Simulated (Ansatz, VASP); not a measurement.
# One calculation of ScF3, two programs

INCAR

```
SYSTEM = ScF3
PREC = Accurate
ENCUT = 520
EDIFF = 1E-8
ISMEAR = -1
SIGMA = 0.02
LREAL = .False.
LASPH = .True.
NELM = 80
ALGO = Normal
ISIF = 2
LWAVE = .False.
LCHARG = .False.
GGA = CA
LEFG = .True.
NBANDS = 24
```

File KPOINTS:

```
Automatic mesh
0
Gamma
  6 6 6
  0 0 0
```

File POSCAR:

```
ScF3
1.0
    4.0124500000      0.0200622500      0.0200622500
    0.0200622500      4.0124500000      0.0200622500
    0.0200622500      0.0200622500      4.0124500000
Sc F
1 3
Direct
    0.0000000000      0.0000000000      0.0000000000
    0.5000000000      0.0000000000      0.0000000000
    0.0000000000      0.5000000000      0.0000000000
    0.0000000000      0.0000000000      0.5000000000
```

Input for Ansatz:

```yaml
crystal:
  lattice:
    - [4.01245, 0.02006225, 0.02006225]
    - [0.02006225, 4.01245, 0.02006225]
    - [0.02006225, 0.02006225, 4.01245]
  atoms:
    - { symbol: Sc, position: [0.0, 0.0, 0.0] }
    - { symbol: F, position: [0.5, 0.0, 0.0] }
    - { symbol: F, position: [0.0, 0.5, 0.0] }
    - { symbol: F, position: [0.0, 0.0, 0.5] }
kpoints:
  mp_grid: { grid: [6, 6, 6] }
scf:
  occupations: { method: fermi_dirac, width: 0.02 }
hamiltonian:
  xc: lda
  pseudopotentials: { kind: paw }
output:
  forces: true
  stress: true
  eigenvalues: true
  efg: { contact_densities: true }
```

Change from the starting cell: equal xy, yz and zx shear strains of +1 %, PAW files.

Alike in both runs: task electric field gradients; functional LDA; k mesh 6 × 6 × 6; occupations fermi-dirac, width 0.02 eV; no spin polarisation.

|  | VASP | Ansatz |
| --- | --- | --- |
| version | VASP 6.6.1 | Ansatz 0.2.0 |
| potentials or method | VASP PAW LDA potentials, release 64 (Sc_sv, F) | PAW with Ansatz's default frozen-core files, scalar-relativistic |
| plane-wave cutoff (eV) | 520 | 420 |
| valence electrons in the cell | 32 | 32 |

|  | VASP | Ansatz | Ansatz less VASP |
| --- | --- | --- | --- |
| gap on the k mesh at the Fermi level (eV) | 6.18 | 6.21 | +0.029 |
| pressure (GPa) | -2.3 | -3.0 | -0.66 |
| largest component of the traceless stress (GPa) | 0.19 | 0.20 | +0.010 |
| Vzz of the field gradient on the site that differs most (V/Å²) | 55.8 | 57.5 | +1.78 |

A k mesh can miss the band edges.
